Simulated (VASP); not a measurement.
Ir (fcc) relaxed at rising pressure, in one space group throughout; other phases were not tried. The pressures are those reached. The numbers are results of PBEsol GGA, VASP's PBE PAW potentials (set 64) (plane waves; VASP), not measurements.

```csv
P (GPa),V (Å³/atom),k-mesh
0.02,14.091,16×16×16
4.88,13.922,16×16×16
9.87,13.759,16×16×16
20.02,13.451,17×17×17
29.91,13.194,17×17×17
```

A change of mesh leaves a small step in the series.

Q: Fit an equation of state and predict the volume at 45.05 GPa.

A: Least squares on the third-order Birch-Murnaghan form, P = (3B0/2)(y⁷ − y⁵)[1 + (3/4)(B′ − 4)(y² − 1)] with y = (V0/V)^(1/3), gives V0 = 14.094 Å³/atom, B0 = 384 GPa and B′ = 5.0, and so 12.843 Å³/atom. The run gave 12.848 Å³/atom, +0.0 % from the fit.

Pressures at which the relaxation failed are left out.

The compound is Ir in the fcc structure.
